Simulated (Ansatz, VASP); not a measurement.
LuNO in VASP and in Ansatz

File INCAR:

```
SYSTEM = LuNO
PREC = Accurate
ENCUT = 600
EDIFF = 1E-6
ISMEAR = 0
SIGMA = 0.1
LREAL = .FALSE.
LASPH = .TRUE.
NELM = 80
ALGO = Normal
ISIF = 3
LWAVE = .FALSE.
LCHARG = .FALSE.
GGA = PE
IBRION = 2
NSW = 90
EDIFFG = -0.04
```

KPOINTS

```
Automatic mesh
0
G
  6 6 4
  0 0 0
```

The input POSCAR:

```
LuNO
1.0
    3.8035811400      0.0000000000      0.0000000000
   -1.9017905700      3.2939978900      0.0000000000
    0.0000000000      0.0000000000      4.1930823500
Lu N O
1 1 1
Direct
    0.0000000000      0.0000000000      0.5000000000
    0.6666666700      0.3333333300      0.0000000000
    0.3333333300      0.6666666700      0.5000000000
```

Input for Ansatz:

```yaml
crystal:
  lattice:
    - [3.80358114, 0.0, 0.0]
    - [-1.90179057, 3.29399789, 0.0]
    - [0.0, 0.0, 4.19308235]
  atoms:
    - { symbol: Lu, position: [0.0, 0.0, 0.5] }
    - { symbol: "N", position: [0.66666667, 0.33333333, 0.0] }
    - { symbol: O, position: [0.33333333, 0.66666667, 0.5] }
basis:
  ecutwfc: 420
kpoints:
  mp_grid: { grid: [6, 6, 4] }
hamiltonian:
  xc: pbe
scf:
  occupations: { method: gaussian, width: 0.1 }
  lower_state_search: "off"
output:
  forces: true
  stress: true
  eigenvalues: true
relax:
  adjacent_minimum: "off"
  f_tol: 0.04
  max_steps: 70
  cell: { stress_tol: 0.4 }
```

Change from the starting cell: species swapped into the BaAlSn type (P-6m2, No. 187).

Alike in both runs: task relaxation of cell and atoms; functional PBE; k mesh 6 × 6 × 4; occupations gaussian, width 0.1 eV; no spin polarisation.

|  | VASP | Ansatz |
| --- | --- | --- |
| version | VASP 6.6.1 | Ansatz 0.2.0 |
| potentials or method | VASP PAW PBE potentials, release 64 (Lu, N, O) | scalar-relativistic, plane waves, PAW |
| plane-wave cutoff (eV) | 600 | 420 |
| valence electrons in the cell | 36 | 36 |

Ansatz gave:

```
gap on the k mesh at the Fermi level, each at its own relaxed structure (eV) : none
relaxed volume (Å³/atom)                                                     : 12.98
relaxed cell length with the largest relative difference (Å)                 : 3.630
energy change over the relaxation (meV/atom)                                 : -266
```

Task: What did VASP give for the same quantities?

Result: gap on the k mesh at the Fermi level, each at its own relaxed structure (eV): none; relaxed volume (Å³/atom): 13.06; relaxed cell length with the largest relative difference (Å): 3.641; energy change over the relaxation (meV/atom): -261.

A gap of «none» marks a metal or a gap that the smearing closes.

Caveats: the k mesh is coarse (spacing up to 0.37 Å⁻¹), so the values aren't converged; the volume moved by over 15 % at a fixed basis, so the end points are rough (VASP). Spin-orbit coupling is left out, which matters for the levels of Lu.
